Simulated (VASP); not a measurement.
Method: PBEsol GGA, VASP's PBE PAW potentials (set 64) (plane waves; VASP 6.6.1).

Input for VASP

### INCAR
```
! general
SYSTEM  = CdSe
PREC    = Accurate
ENCUT   = 400
LREAL   = .False.
LASPH   = .True.

! electronic loop
EDIFF   = 1E-6
NELM    = 100
ALGO    = Normal
LMAXMIX = 4

! smearing
ISMEAR  = 0
SIGMA   = 0.05

! functional
GGA     = PS

! ions
IBRION  = 2
NSW     = 60
ISIF    = 3
EDIFFG  = -0.02

! output
LWAVE   = .False.
LCHARG  = .False.
```

### POSCAR
```
CdSe
1.0
  4.3081872768   0.0000000000   0.0000000000
 -2.1540936384   3.7309992879   0.0000000000
  0.0000000000   0.0000000000   7.0144302179
Cd Se
2 2
Cart
  2.1540957925   1.2436651856   3.5074492752
 -0.0000021541   2.4873341023   0.0002341662
  2.1540957925   1.2436651856   6.1434246844
 -0.0000021541   2.4873341023   2.6362095755
```

File KPOINTS:
```
Automatic mesh
0
Gamma
6 6 3
0 0 0
```

POTCAR, in this order: Cd Se (PBE.64 set). Program: vasp_std.

What VASP printed:

**OSZICAR**
```
       N       E                     dE             d eps       ncg     rms          rms(c)
DAV:   1     0.210054783128E+03    0.21005E+03   -0.15170E+04   624   0.120E+03
DAV:   2    -0.225462339339E+01   -0.21231E+03   -0.20758E+03   700   0.319E+02
DAV:   3    -0.130201378761E+02   -0.10766E+02   -0.10737E+02   736   0.740E+01
DAV:   4    -0.131048143279E+02   -0.84676E-01   -0.84657E-01   670   0.630E+00
DAV:   5    -0.131055448464E+02   -0.73052E-03   -0.73049E-03   736   0.543E-01    0.884E+00
DAV:   6    -0.123831443494E+02    0.72240E+00   -0.17226E+00   786   0.142E+01    0.693E+00
DAV:   7    -0.123460909383E+02    0.37053E-01   -0.56390E-01   676   0.431E+00    0.282E+00
DAV:   8    -0.123415425093E+02    0.45484E-02   -0.70154E-02   664   0.305E+00    0.386E-01
DAV:   9    -0.123408871030E+02    0.65541E-03   -0.10086E-02   724   0.133E+00    0.131E-01
DAV:  10    -0.123408986755E+02   -0.11572E-04   -0.90273E-04   700   0.369E-01    0.685E-02
DAV:  11    -0.123409671093E+02   -0.68434E-04   -0.18684E-04   652   0.101E-01    0.212E-02
DAV:  12    -0.123409534741E+02    0.13635E-04   -0.83703E-05   810   0.997E-02    0.832E-03
DAV:  13    -0.123409554402E+02   -0.19660E-05   -0.98530E-06   682   0.232E-02    0.593E-03
DAV:  14    -0.123409552175E+02    0.22265E-06   -0.97869E-07   494   0.645E-03
   1 F= -.12340955E+02 E0= -.12340955E+02  d E =-.123410E+02
       N       E                     dE             d eps       ncg     rms          rms(c)
DAV:   1    -0.123453408317E+02   -0.43854E-02   -0.11595E-01   634   0.339E+00    0.469E-01
DAV:   2    -0.123416544872E+02    0.36863E-02   -0.10887E-02   688   0.131E+00    0.164E-01
DAV:   3    -0.123412110453E+02    0.44344E-03   -0.11091E-03   640   0.278E-01    0.137E-01
DAV:   4    -0.123411300140E+02    0.81031E-04   -0.15859E-04   694   0.945E-02    0.199E-02
DAV:   5    -0.123411257627E+02    0.42513E-05   -0.42311E-05   700   0.783E-02    0.123E-02
DAV:   6    -0.123411263430E+02   -0.58028E-06   -0.51668E-06   670   0.227E-02
   2 F= -.12341126E+02 E0= -.12341126E+02  d E =-.171125E-03
```

**OUTCAR**
```
------------------------ aborting loop because EDIFF is reached ----------------------------------------
  FORCE on cell =-STRESS in cart. coord.  units (eV):
  Direction    XX          YY          ZZ          XY          YZ          ZX
  --------------------------------------------------------------------------------------
  Total        0.0406163      0.0406163      0.0409016      0.0000000      0.0000000      0.0000000
  in kB        0.5790995      0.5790994      0.5831670      0.0000000      0.0000000      0.0000000
  external PRESSURE =       0.5804553 kB  Pullay stress =       0.0000000 kB
  volume of cell :      112.37
      direct lattice vectors                 reciprocal lattice vectors
     4.301012447  0.000000000  0.000000000     0.232503396  0.134235910 -0.000000000
    -2.150506224  3.724785705  0.000000000     0.000000000  0.268471821  0.000000000
     0.000000000  0.000000000  7.014326097     0.000000000  0.000000000  0.142565371
  FREE ENERGIE OF THE ION-ELECTRON SYSTEM (eV)
  ---------------------------------------------------
  free  energy   TOTEN  =       -12.3411263430 eV

  energy  without entropy=      -12.3411263430  energy(sigma->0) =      -12.34112634

 reached required accuracy - stopping structural energy minimisation
```
(Selected blocks of OUTCAR.)

CONTCAR:
```
CdSe
   1.00000000000000
     4.3010124472266158    0.0000000000000000    0.0000000000000000
    -2.1505062236133079    3.7247857049106829    0.0000000000000000
     0.0000000000000000    0.0000000000000000    7.0143260973808879
  Cd              Se
     2     2
Direct
     0.6666669999999968    0.3333330000000032    0.4999441773263110
     0.3333330000000032    0.6666669999999968    0.9999441773263110
     0.6666669999999968    0.3333330000000032    0.8759158226736919
     0.3333330000000032    0.6666669999999968    0.3759158226736919
```

The structure comes from a computed database's CdSe entry (P6_3mc); how it stands against other phases isn't given here. This run relaxes it. Symmetry was kept, so distortions that lower it aren't found. The start is the result of an earlier pass.
